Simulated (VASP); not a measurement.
These are MS2 meta-GGA, VASP's PBE PAW potentials (set 64) (plane waves; VASP) values and carry that method's errors.

Input for VASP

POSCAR:
```
LiCl
3.5832330
  0.0000000000   0.7071068633   0.7071068633
  0.7071068633   0.0000000000   0.7071068633
  0.7071068633   0.7071068633   0.0000000000
Li Cl
1 1
direct
  0.0000000000   0.0000000000   0.0000000000
  0.5000000000   0.5000000000   0.5000000000
```

### KPOINTS
```
kpoints
0
Gamma
10 10 10
0 0 0
```

File KPOINTS_OPT:
```
k-points along high-symmetry lines
10
Line-mode
Reciprocal
  0.000000   0.000000   0.000000 ! GAMMA
  0.500000   0.000000   0.500000 ! X

  0.500000   0.000000   0.500000 ! X
  0.625000   0.250000   0.625000 ! U

  0.375000   0.375000   0.750000 ! K
  0.000000   0.000000   0.000000 ! GAMMA

  0.000000   0.000000   0.000000 ! GAMMA
  0.500000   0.500000   0.500000 ! L

  0.500000   0.500000   0.500000 ! L
  0.500000   0.250000   0.750000 ! W

  0.500000   0.250000   0.750000 ! W
  0.500000   0.000000   0.500000 ! X
```

### INCAR
```
! general
SYSTEM  = LiCl
PREC    = Accurate
ENCUT   = 520
LREAL   = F
LASPH   = T

! electronic loop
EDIFF   = 1E-7
NELM    = 100
ALGO    = Normal
LMIXTAU = T

! smearing
ISMEAR  = -5

! functional
METAGGA = MS2

! ions
ISIF    = 2

! output
LWAVE   = F
LCHARG  = F
LORBIT  = 11
NEDOS   = 601
```

POTCAR, in this order: Li_sv Cl (PBE.64 set). Program: vasp_std.

Output

File OSZICAR:
```
       N       E                     dE             d eps       ncg     rms          rms(c)
DAV:   1     0.288595250455E+02    0.28860E+02   -0.40721E+03   846   0.982E+02
DAV:   2    -0.162292943434E+02   -0.45089E+02   -0.44492E+02  1128   0.159E+02
DAV:   3    -0.178625550766E+02   -0.16333E+01   -0.16305E+01  1018   0.351E+01
DAV:   4    -0.178998891848E+02   -0.37334E-01   -0.37309E-01  1300   0.491E+00
DAV:   5    -0.179000886497E+02   -0.19946E-03   -0.19946E-03  1061   0.380E-01    0.330E+00
DAV:   6    -0.122073328659E+02    0.56928E+01   -0.14379E+00   847   0.158E+01    0.187E+00
DAV:   7    -0.134904567248E+02   -0.12831E+01   -0.71332E-01   848   0.865E+00    0.158E+00
DAV:   8    -0.133091244225E+02    0.18133E+00   -0.17722E-01   853   0.498E+00    0.114E+00
DAV:   9    -0.134944214805E+02   -0.18530E+00   -0.25206E-01   847   0.655E+00    0.410E-01
DAV:  10    -0.133227957963E+02    0.17163E+00   -0.28820E-01   846   0.693E+00    0.326E-01
DAV:  11    -0.133232928948E+02   -0.49710E-03   -0.17837E-03  1286   0.463E-01    0.186E-01
DAV:  12    -0.133141923495E+02    0.91005E-02   -0.64409E-03   848   0.110E+00    0.221E-01
DAV:  13    -0.133231027731E+02   -0.89104E-02   -0.10024E-02   846   0.139E+00    0.708E-02
DAV:  14    -0.133238275128E+02   -0.72474E-03   -0.60653E-04   872   0.287E-01    0.314E-02
DAV:  15    -0.133237828439E+02    0.44669E-04   -0.32621E-05   909   0.727E-02    0.270E-02
DAV:  16    -0.133238117075E+02   -0.28864E-04   -0.68727E-06  1069   0.332E-02    0.226E-02
DAV:  17    -0.133238300687E+02   -0.18361E-04   -0.53894E-06   943   0.262E-02    0.176E-02
DAV:  18    -0.133238391626E+02   -0.90939E-05   -0.25753E-06   888   0.229E-02    0.988E-03
DAV:  19    -0.133238404185E+02   -0.12559E-05   -0.75262E-07   933   0.127E-02    0.392E-03
DAV:  20    -0.133238412037E+02   -0.78526E-06   -0.24929E-07   853   0.710E-03    0.245E-03
DAV:  21    -0.133238411579E+02    0.45811E-07   -0.35357E-08   921   0.249E-03
   1 F= -.13323841E+02 E0= -.13323841E+02  d E =0.000000E+00
       N       E                     dE             ncg
       N       E                     dE             ncg
```

**OUTCAR**
```
------------------------ aborting loop because EDIFF is reached ----------------------------------------
  FORCE on cell =-STRESS in cart. coord.  units (eV):
  Direction    XX          YY          ZZ          XY          YZ          ZX
  --------------------------------------------------------------------------------------
  Total       -0.0007793     -0.0007793     -0.0007793      0.0000000     -0.0000000      0.0000000
  in kB       -0.0383813     -0.0383813     -0.0383813      0.0000000     -0.0000000      0.0000000
  external PRESSURE =      -0.0383813 kB  Pullay stress =       0.0000000 kB
  volume of cell :       32.53
      direct lattice vectors                 reciprocal lattice vectors
     0.000000000  2.533728647  2.533728647    -0.197337628  0.197337628  0.197337628
     2.533728647  0.000000000  2.533728647     0.197337628 -0.197337628  0.197337628
     2.533728647  2.533728647  0.000000000     0.197337628  0.197337628 -0.197337628
  FREE ENERGIE OF THE ION-ELECTRON SYSTEM (eV)
  ---------------------------------------------------
  free  energy   TOTEN  =       -13.3238411579 eV

  energy  without entropy=      -13.3238411579  energy(sigma->0) =      -13.32384116

 total charge

# of ion       s       p       d       tot
------------------------------------------
    1        2.007   0.025   0.000   2.032
    2        1.575   3.634   0.000   5.209
--------------------------------------------------
tot          3.582   3.659   0.000   7.241
```
(Selected blocks of OUTCAR.)

The compound is LiCl in the rock salt structure. It was relaxed first.
